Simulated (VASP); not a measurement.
Given:

```xyz
4
Lattice="2.0284 -3.5134 0.0000 2.0284 3.5134 0.0000 0.0000 0.0000 5.2937" Properties=species:S:1:pos:R:3 pbc="T T T"
Ni     0.0000     0.0000     2.6468
Ni     0.0000     0.0000     0.0000
Sb     2.0284     1.1711     1.3234
Sb     2.0284    -1.1711     3.9703
```

These are optB88-vdW, VASP's PBE PAW potentials (set 64) (plane waves; VASP) values and carry that method's errors. Numerical set-up: 520 eV cut-off, 9×9×6 Γ-centred mesh, first-order Methfessel-Paxton smearing of 0.10 eV, potentials Ni Sb.

Question: Give the stress tensor in GPa (positive for a compressed cell).

Answer: 
```
-5.63   0.00   0.00
 0.00  -5.63   0.00
 0.00   0.00  -5.61
```
The pressure is its mean diagonal, -5.63 GPa.

The compound is NiSb in the NiAs type structure. This cell is one point of a volume scan, at 1.06 of the reference volume. The run is not spin-polarised, so no magnetic state was tried.
